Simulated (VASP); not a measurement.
# MnB: structure and properties in VASP, part 2 of 10

What structure does MnB take at this level, and what are its properties? The start is a cell from a database of measured crystal structures.

VASP 6.6.1; PBEsol, DFT+U (Mn d 3 eV), spin-polarised from a ferromagnetic start; plane waves and PAW (Mn_pv, B).

So far: Starting point; Relaxing cell and atoms (PBEsol + U).

## 2. Relaxing cell and atoms (PBEsol + U) (continued)

From OUTCAR (step 2):

```text
ion  position               nearest neighbor table
   1  0.176  0.250  0.121-   5 2.19   8 2.19   8 2.19   6 2.20   6 2.20   7 2.22   5 2.25   4 2.66
                             4 2.66   2 2.68   2 2.68   2 2.68   2 2.68   3 2.98   3 2.98
   2  0.324  0.750  0.621-   6 2.19   7 2.19   7 2.19   5 2.20   5 2.20   8 2.22   6 2.25   3 2.66
                             3 2.66   1 2.68   1 2.68   1 2.68   1 2.68   4 2.98   4 2.98
   3  0.676  0.250  0.379-   7 2.19   6 2.19   6 2.19   8 2.20   8 2.20   5 2.22   7 2.25   2 2.66
                             2 2.66   4 2.68   4 2.68   4 2.68   4 2.68   1 2.98   1 2.98
   4  0.824  0.750  0.879-   8 2.19   5 2.19   5 2.19   7 2.20   7 2.20   6 2.22   8 2.25   1 2.66
                             1 2.66   3 2.68   3 2.68   3 2.68   3 2.68   2 2.98   2 2.98
   5  0.034  0.250  0.613-   8 1.80   8 1.80   1 2.19   4 2.19   4 2.19   2 2.20   2 2.20   3 2.22
                             1 2.25
   6  0.466  0.750  0.113-   7 1.80   7 1.80   2 2.19   3 2.19   3 2.19   1 2.20   1 2.20   4 2.22
                             2 2.25
   7  0.534  0.250  0.887-   6 1.80   6 1.80   3 2.19   2 2.19   2 2.19   4 2.20   4 2.20   1 2.22
                             3 2.25
   8  0.966  0.750  0.387-   5 1.80   5 1.80   4 2.19   1 2.19   1 2.19   3 2.20   3 2.20   2 2.22
                             4 2.25

  LATTYP: Found a simple orthorhombic cell.
 ALAT       =     2.9768500000
 B/A-ratio  =     1.3931649227
 C/A-ratio  =     1.8688150226

 Subroutine GETGRP returns: Found  8 space group operations
 (whereof  2 operations were pure point group operations)

The static configuration has the point symmetry S_2 .
 The point group associated with its full space group is D_2h.

 Found     60 irreducible k-points:

   k-points           NKPTS =     60   k-points in BZ     NKDIM =     60   number of bands    NBANDS=     54

   dimension x,y,z NGX =    40 NGY =   20 NGZ =   28
   dimension x,y,z NGXF=    80 NGYF=   40 NGZF=   56

   ENCUT  =  420.0 eV  30.87 Ry    5.56 a.u.   9.30  4.97  6.93*2*pi/ulx,y,z

   NELECT =      64.0000    total number of electrons

 k-points in reciprocal lattice and weights: Automatic mesh
   0.00000000  0.00000000  0.00000000       0.005
   0.25000000  0.00000000  0.00000000       0.010
   0.50000000  0.00000000  0.00000000       0.005
   0.00000000  0.12500000  0.00000000       0.010
   0.25000000  0.12500000  0.00000000       0.021
   0.50000000  0.12500000  0.00000000       0.010
   0.00000000  0.25000000  0.00000000       0.010
   0.25000000  0.25000000  0.00000000       0.021
   0.50000000  0.25000000  0.00000000       0.010
[...]
0.25000000  0.50000000  0.50000000       0.010
   0.50000000  0.50000000  0.50000000       0.005

atom =   1  type =  1  l = 2

 onsite density matrix

spin component  1

  0.7646  0.0353 -0.0000  0.0000  0.0000
  0.0353  0.8586 -0.0000 -0.0000 -0.0000
 -0.0000 -0.0000  0.8240 -0.0067 -0.0016
  0.0000 -0.0000 -0.0067  0.8202  0.0095
  0.0000 -0.0000 -0.0016  0.0095  0.8941

spin component  2

  0.2338 -0.0197  0.0000 -0.0000 -0.0000
 -0.0197  0.2052  0.0000 -0.0000  0.0000
  0.0000  0.0000  0.2001 -0.0002 -0.0053
 -0.0000 -0.0000 -0.0002  0.1988 -0.0038
 -0.0000  0.0000 -0.0053 -0.0038  0.1570

 occupancies and eigenvectors

  o =  0.1560  v =  0.0000  0.0000  0.0000  0.0000  0.0000  0.0000  0.0000 -0.1201 -0.0886 -0.9888      0.0000  0.0000  0.0000  0.0000  0.0000  0.0000  0.0000  0.0000  0.0000  0.0000
  o =  0.1951  v =  0.0000  0.0000  0.0000  0.0000  0.0000  0.4536  0.8912 -0.0000  0.0000  0.0000      0.0000  0.0000  0.0000  0.0000  0.0000  0.0000  0.0000  0.0000  0.0000  0.0000
  o =  0.1991  v =  0.0000  0.0000  0.0000  0.0000  0.0000  0.0000  0.0000  0.1390 -0.9877  0.0716      0.0000  0.0000  0.0000  0.0000  0.0000  0.0000  0.0000  0.0000  0.0000  0.0000
  o =  0.2008  v =  0.0000  0.0000  0.0000  0.0000  0.0000  0.0000  0.0000  0.9830  0.1288 -0.1309      0.0000  0.0000  0.0000  0.0000  0.0000  0.0000  0.0000  0.0000  0.0000  0.0000
  o =  0.2438  v =  0.0000  0.0000  0.0000  0.0000  0.0000 -0.8912  0.4536  0.0000  0.0000  0.0000      0.0000  0.0000  0.0000  0.0000  0.0000  0.0000  0.0000  0.0000  0.0000  0.0000
  o =  0.7529  v = -0.9487  0.3163 -0.0000  0.0000  0.0000  0.0000  0.0000  0.0000  0.0000  0.0000      0.0000  0.0000  0.0000  0.0000  0.0000  0.0000  0.0000  0.0000  0.0000  0.0000
  o =  0.8146  v =  0.0000 -0.0000  0.5664  0.8196 -0.0863  0.0000  0.0000  0.0000  0.0000  0.0000      0.0000  0.0000  0.0000  0.0000  0.0000  0.0000  0.0000  0.0000  0.0000  0.0000
  o =  0.8283  v =  0.0000 -0.0000 -0.8234  0.5586 -0.1000  0.0000  0.0000  0.0000  0.0000  0.0000      0.0000  0.0000  0.0000  0.0000  0.0000  0.0000  0.0000  0.0000  0.0000  0.0000
  o =  0.8704  v = -0.3163 -0.9487  0.0000 -0.0000 -0.0000  0.0000  0.0000  0.0000  0.0000  0.0000      0.0000  0.0000  0.0000  0.0000  0.0000  0.0000  0.0000  0.0000  0.0000  0.0000
  o =  0.8954  v =  0.0000 -0.0000 -0.0338  0.1277  0.9912  0.0000  0.0000  0.0000  0.0000  0.0000      0.0000  0.0000  0.0000  0.0000  0.0000  0.0000  0.0000  0.0000  0.0000  0.0000

atom =   2  type =  1  l = 2

 onsite density matrix

spin component  1

  0.7646 -0.0353  0.0000  0.0000  0.0000
 -0.0353  0.8586  0.0000  0.0000  0.0000
  0.0000  0.0000  0.8240  0.0067 -0.0016
  0.0000  0.0000  0.0067  0.8202 -0.0095
  0.0000  0.0000 -0.0016 -0.0095  0.8941

spin component  2

  0.2338  0.0197 -0.0000 -0.0000  0.0000
  0.0197  0.2052 -0.0000 -0.0000  0.0000
 -0.0000 -0.0000  0.2001  0.0002 -0.0053
 -0.0000 -0.0000  0.0002  0.1988  0.0038
  0.0000  0.0000 -0.0053  0.0038  0.1570

 occupancies and eigenvectors

  o =  0.1560  v =  0.0000  0.0000  0.0000  0.0000  0.0000  0.0000  0.0000  0.1201 -0.0886  0.9888      0.0000  0.0000  0.0000  0.0000  0.0000  0.0000  0.0000  0.0000  0.0000  0.0000
  o =  0.1951  v =  0.0000  0.0000  0.0000  0.0000  0.0000 -0.4536  0.8912 -0.0000 -0.0000  0.0000      0.0000  0.0000  0.0000  0.0000  0.0000  0.0000  0.0000  0.0000  0.0000  0.0000
  o =  0.1991  v =  0.0000  0.0000  0.0000  0.0000  0.0000  0.0000 -0.0000 -0.1390 -0.9877 -0.0716      0.0000  0.0000  0.0000  0.0000  0.0000  0.0000  0.0000  0.0000  0.0000  0.0000
  o =  0.2008  v =  0.0000  0.0000  0.0000  0.0000  0.0000  0.0000  0.0000  0.9830 -0.1288 -0.1309      0.0000  0.0000  0.0000  0.0000  0.0000  0.0000  0.0000  0.0000  0.0000  0.0000
  o =  0.2438  v =  0.0000  0.0000  0.0000  0.0000  0.0000 -0.8912 -0.4536  0.0000  0.0000 -0.0000      0.0000  0.0000  0.0000  0.0000  0.0000  0.0000  0.0000  0.0000  0.0000  0.0000
[...]
0.0000 -0.0000 -0.0067  0.8202  0.0095
  0.0000  0.0000 -0.0016  0.0095  0.8941

spin component  2

  0.2338 -0.0197  0.0000 -0.0000 -0.0000
 -0.0197  0.2052  0.0000  0.0000 -0.0000
  0.0000  0.0000  0.2001 -0.0002 -0.0053
 -0.0000  0.0000 -0.0002  0.1988 -0.0038
 -0.0000 -0.0000 -0.0053 -0.0038  0.1570

 occupancies and eigenvectors

  o =  0.1560  v =  0.0000  0.0000  0.0000  0.0000  0.0000  0.0000  0.0000  0.1201  0.0886  0.9888      0.0000  0.0000  0.0000  0.0000  0.0000  0.0000  0.0000  0.0000  0.0000  0.0000
  o =  0.1951  v =  0.0000  0.0000  0.0000  0.0000  0.0000  0.4536  0.8912 -0.0000 -0.0000  0.0000      0.0000  0.0000  0.0000  0.0000  0.0000  0.0000  0.0000  0.0000  0.0000  0.0000
  o =  0.1991  v =  0.0000  0.0000  0.0000  0.0000  0.0000 -0.0000 -0.0000  0.1390 -0.9877  0.0716      0.0000  0.0000  0.0000  0.0000  0.0000  0.0000  0.0000  0.0000  0.0000  0.0000
  o =  0.2008  v =  0.0000  0.0000  0.0000  0.0000  0.0000 -0.0000 -0.0000 -0.9830 -0.1288  0.1309      0.0000  0.0000  0.0000  0.0000  0.0000  0.0000  0.0000  0.0000  0.0000  0.0000
  o =  0.2438  v =  0.0000  0.0000  0.0000  0.0000  0.0000 -0.8912  0.4536  0.0000  0.0000 -0.0000      0.0000  0.0000  0.0000  0.0000  0.0000  0.0000  0.0000  0.0000  0.0000  0.0000
  o =  0.7529  v = -0.9487  0.3163 -0.0000  0.0000  0.0000  0.0000  0.0000  0.0000  0.0000  0.0000      0.0000  0.0000  0.0000  0.0000  0.0000  0.0000  0.0000  0.0000  0.0000  0.0000
  o =  0.8146  v =  0.0000  0.0000 -0.5664 -0.8196  0.0863  0.0000  0.0000  0.0000  0.0000  0.0000      0.0000  0.0000  0.0000  0.0000  0.0000  0.0000  0.0000  0.0000  0.0000  0.0000
  o =  0.8283  v =  0.0000 -0.0000 -0.8234  0.5586 -0.1000  0.0000  0.0000  0.0000  0.0000  0.0000      0.0000  0.0000  0.0000  0.0000  0.0000  0.0000  0.0000  0.0000  0.0000  0.0000
  o =  0.8704  v = -0.3163 -0.9487  0.0000 -0.0000 -0.0000  0.0000  0.0000  0.0000  0.0000  0.0000      0.0000  0.0000  0.0000  0.0000  0.0000  0.0000  0.0000  0.0000  0.0000  0.0000
  o =  0.8954  v =  0.0000 -0.0000 -0.0338  0.1277  0.9912  0.0000  0.0000  0.0000  0.0000  0.0000      0.0000  0.0000  0.0000  0.0000  0.0000  0.0000  0.0000  0.0000  0.0000  0.0000

 average (electrostatic) potential at core
       1 -65.1314       2 -65.1314       3 -65.1314       4 -65.1314       5 -23.2796
       6 -23.2796       7 -23.2796       8 -23.2796

 E-fermi :   9.2008

 spin component 1
 k-point     1 :       0.0000    0.0000    0.0000
  band No.  band energies     occupation
    ...
     34       7.1523      1.00000
     35       7.1698      1.00000
     36       7.4897      1.00000
     37       7.9508      1.00000
     38       8.2477      1.00000
     39      10.5814      0.00000
     40      10.9742      0.00000
     41      11.4009      0.00000
     42      11.4148      0.00000
     43      13.3756      0.00000
    ...

 k-point     2 :       0.2500    0.0000    0.0000
  band No.  band energies     occupation
    ...
     34       7.1980      1.00000
     35       7.3484      1.00000
     36       7.3964      1.00000
     37       7.8367      1.00000
     38       9.0330      1.00000
     39      10.6428      0.00000
     40      10.9388      0.00000
     41      10.9897      0.00000
     42      11.0786      0.00000
     43      13.7856      0.00000
    ...

 k-point     3 :       0.5000    0.0000    0.0000
  band No.  band energies     occupation
    ...
     32       6.6916      1.00000
     33       6.8522      1.00000
     34       6.8522      1.00000
     35       7.2719      1.00000
     36       7.2719      1.00000
     37       9.2496      0.08373
     38       9.2496      0.08373
     39      10.1916      0.00000
     40      10.1916      0.00000
     41      10.9318      0.00000
    ...

 k-point     4 :       0.0000    0.1250    0.0000
  band No.  band energies     occupation
    ...
     34       7.1385      1.00000
     35       7.3283      1.00000
     36       7.3736      1.00000
     37       8.3352      1.00000
     38       8.5060      1.00000
     39      10.5526      0.00000
     40      10.6182      0.00000
     41      11.4233      0.00000
     42      11.4797      0.00000
     43      13.3499      0.00000
    ...

 k-point     5 :       0.2500    0.1250    0.0000
  band No.  band energies     occupation
    ...
     34       7.1140      1.00000
     35       7.6712      1.00000
     36       7.7324      1.00000
     37       8.0770      1.00000
     38       8.7445      1.00000
     39      10.6103      0.00000
     40      10.6363      0.00000
     41      11.1654      0.00000
     42      11.2429      0.00000
     43      13.7878      0.00000
    ...

 k-point     6 :       0.5000    0.1250    0.0000
  band No.  band energies     occupation
    ...
     34       6.9236      1.00000
     35       7.6061      1.00000
     36       7.6061      1.00000
     37       8.9962      1.00000
     38       8.9962      1.00000
     39      10.3027      0.00000
     40      10.3027      0.00000
     41      10.9923      0.00000
     42      10.9923      0.00000
     43      14.3688      0.00000
    ...

  Total       -0.0083483      0.0335076      0.0338227      0.0000000      0.0000000      0.0000000
  in kB       -0.1855689      0.7448160      0.7518199      0.0000000      0.0000000      0.0000000
  external PRESSURE =       0.4370223 kB  Pullay stress =       0.0000000 kB

  energy-cutoff  :      420.00
  volume of cell :       72.08
      direct lattice vectors                 reciprocal lattice vectors
     5.786591524  0.000000000  0.000000000     0.172813304  0.000000000  0.000000000
     0.000000000  2.938476268  0.000000000     0.000000000  0.340312430  0.000000000
     0.000000000 -0.000000000  4.238961196     0.000000000 -0.000000000  0.235906854

 POSITION                                       TOTAL-FORCE (eV/Angst)
 -----------------------------------------------------------------------------------
      1.03139      0.73462      0.50935         0.001667      0.000000     -0.005175
      1.86191      2.20386      2.62883        -0.001667      0.000000     -0.005175
      3.92468      0.73462      1.61014         0.001667     -0.000000      0.005175
      4.75520      2.20386      3.72962        -0.001667     -0.000000      0.005175
      0.19092      0.73462      2.58292         0.001548      0.000000     -0.000138
      2.70238      2.20386      0.46344        -0.001548      0.000000     -0.000138
      3.08422      0.73462      3.77552         0.001548     -0.000000      0.000138
      5.59567      2.20386      1.65604        -0.001548     -0.000000      0.000138
 -----------------------------------------------------------------------------------
    total drift:                               -0.000000      0.000000     -0.000000

  FREE ENERGIE OF THE ION-ELECTRON SYSTEM (eV)
  ---------------------------------------------------
  free  energy   TOTEN  =       -59.6285872701 eV

  energy  without entropy=      -59.6242071959  energy(sigma->0) =      -59.62639723

 reached required accuracy - stopping structural energy minimisation

 total charge
# of ion       s       p       d       tot
------------------------------------------
    1        0.320   6.379   5.125  11.823
    2        0.320   6.379   5.125  11.823
    3        0.320   6.379   5.125  11.823
    4        0.320   6.379   5.125  11.823
    5        0.680   1.235   0.000   1.915
    6        0.680   1.235   0.000   1.915
    7        0.680   1.235   0.000   1.915
    8        0.680   1.235   0.000   1.915
--------------------------------------------------
tot          4.000  30.455  20.498  54.953

 magnetization (x)
# of ion       s       p       d       tot
------------------------------------------
    1        0.005   0.001   3.162   3.169
    2        0.005   0.001   3.162   3.169
    3        0.005   0.001   3.162   3.169
    4        0.005   0.001   3.162   3.169
    5       -0.038  -0.150   0.000  -0.188
    6       -0.038  -0.150   0.000  -0.188
    7       -0.038  -0.150   0.000  -0.188
    8       -0.038  -0.150   0.000  -0.188
--------------------------------------------------
tot         -0.133  -0.592  12.648  11.923

[... 6 further parts left out ...]
```

The magnetic state follows from one typed start and may not be the lowest. A U on the itinerant d states of such a compound is hard to justify; it moves the bands at the Fermi level and favours large moments. The PAW data sets were made with PBE, which is usual practice but a small mismatch for other functionals. The run keeps the 8 symmetry operations of its start, so it cannot find a distortion of lower symmetry.

Relaxation path:

| step | energy less that of the first step (eV) | largest force (eV/Å) | pressure (GPa) | volume (Å³) |
| --- | --- | --- | --- | --- |
| 1 | 0.0000 | 0.1853 | -0.30 | 68.68 |
| 2 | -0.0262 | 0.0766 | 2.10 | 68.51 |
| 3 | -0.0287 | 0.0715 | 2.65 | 68.45 |
| 4 | -0.0407 | 0.1577 | 0.66 | 69.62 |
| 5 | -0.0409 | 0.1797 | 0.64 | 69.78 |
| 6 | -0.0491 | 0.1310 | 1.11 | 70.20 |
| 7 | -0.0526 | 0.1238 | 0.79 | 71.47 |
| 8 | -0.0573 | 0.0816 | 1.44 | 70.83 |
| 9 | -0.0615 | 0.0761 | 0.86 | 71.25 |
| 10 | -0.0647 | 0.0714 | -0.03 | 71.98 |
| 11 | -0.0682 | 0.0536 | -0.05 | 72.03 |
| 12 | -0.0710 | 0.0422 | -0.10 | 72.14 |
| 13 | -0.0710 | 0.0421 | -0.10 | 72.14 |
| 14 | -0.0712 | 0.0308 | -0.05 | 72.11 |
| 15 | -0.0714 | 0.0102 | 0.09 | 72.05 |
| 16 | -0.0715 | 0.0054 | 0.04 | 72.08 |

```
conventional cell, symmetrised  before  after  change
                         a (Å)   5.563  5.787  +4.0 %
                         b (Å)   2.977  2.938  -1.3 %
                         c (Å)   4.147  4.239  +2.2 %
              volume (Å³/atom)    8.59   9.01  +4.9 %
```

The atoms that moved most (Å, as changes of fractional coordinates times the final cell):

| atom | dx | dy | dz | length |
| --- | --- | --- | --- | --- |
| B7 | -0.006 | 0.000 | 0.015 | 0.016 |
| B5 | -0.006 | 0.000 | -0.015 | 0.016 |
| B8 | 0.006 | 0.000 | 0.015 | 0.016 |
| B6 | 0.006 | 0.000 | -0.015 | 0.016 |
| Mn2 | -0.014 | 0.000 | -0.003 | 0.014 |
| Mn1 | 0.014 | 0.000 | -0.003 | 0.014 |
| Mn3 | 0.014 | 0.000 | 0.003 | 0.014 |
| Mn4 | -0.014 | 0.000 | 0.003 | 0.014 |

The relaxed structure:

```xyz
8
Lattice="5.7866 0.0000 0.0000 0.0000 2.9385 0.0000 0.0000 0.0000 4.2390" Properties=species:S:1:pos:R:3 pbc="T T T"
Mn    1.0314    0.7346    0.5093
Mn    1.8619    2.2039    2.6288
Mn    3.9247    0.7346    1.6101
Mn    4.7552    2.2039    3.7296
B     0.1909    0.7346    2.5829
B     2.7024    2.2039    0.4634
B     3.0842    0.7346    3.7755
B     5.5957    2.2039    1.6560
```

This step gave:

* electrons: 64
* bands: 54
* irreducible k-points: 60
* symmetry operations: 8
* free energy (TOTEN): -59.6286 eV
* energy at zero smearing: -59.6264 eV
* Fermi energy: 9.201 eV
* pressure: 0.04370 GPa
* moment of the cell, from the last line of the log: 11.76 μB
* metallic: yes
* SCF cycles over all ionic steps: 142

Spin moment in the PAW sphere by atom:

```
atom  spin moment in the PAW sphere (μB)
 Mn1                                3.17
 Mn2                                3.17
 Mn3                                3.17
 Mn4                                3.17
  B5                               -0.19
  B6                               -0.19
  B7                               -0.19
  B8                               -0.19
```

It ends with a largest force of 0.005 eV/Å and a pressure of 0.04 GPa. The volume lies +4.9 % from that of the database's start.

(Part 2 of 10 ends here.)

[Lines on the potential files, build, host, timing and source positions are cut from VASP's logs without a mark.]

[Logs are printed without paths, hosts, clocks, repeated set-up lines and the standing remarks that a program may print on its own settings, such as how far it seeks lower states.]

[Hosts, paths, dates, database ids (printed as entryN), source tags and the programs' standing remarks are cut or masked in the printed files.]

[A measured line is paired with the nearest computed mode of its activity, which favours agreement.]
